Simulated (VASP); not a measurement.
Here is the system:

SnO has the tetragonal space group P4/nmm, origin choice 1 (No. 129), Pearson symbol tP4. Cell: a = 3.8678 Å, b = 3.8678 Å, c = 5.0526 Å, α = 90.00°, β = 90.00°, γ = 90.00°. Sn on 2c sees 4 O at 2.257 Å. O on 2a is surrounded by 4 Sn at 2.257 Å (tetrahedral). (Neighbours: up to the widest gap in distance over summed covalent radii, below 1.35, at either atom; cation-cation and far metal-metal contacts left out.)

The numbers are results of PBE GGA, VASP's PBE PAW potentials (set 64) (plane waves; VASP), not measurements. Settings: 600 eV cut-off, 6×6×4 Γ-centred mesh, Gaussian smearing of 0.050 eV, potentials Sn_d O.

Without a dispersion term in the relaxation, distances and binding between the weakly bound layers, chains or molecules are unreliable, and so is what depends on them.

Each relaxation starts from this cell; other phases were not tried.

Question: The cell is relaxed at 1 GPa. What happens?

Answer: The volume per atom goes from 18.90 to 18.09 Å³ (-4.3 %), and the cell becomes a = b = 3.854 Å, c = 4.872 Å, α = β = γ = 90.00°, space group P4/nmm. The gap on the mesh goes from 0.46 to 0.19 eV.

Question: The cell is relaxed at 20 GPa. What happens?

Answer: The volume per atom goes from 18.90 to 14.00 Å³ (-25.9 %), and the cell becomes a = b = 3.677 Å, c = 4.144 Å, α = β = γ = 90.00°, space group P4/nmm. The gap on the mesh, 0.46 eV at the start, closes.

Failed runs are left out, and for metals the shear rows, which the mesh's noise covers.

The compound is SnO in the litharge structure.
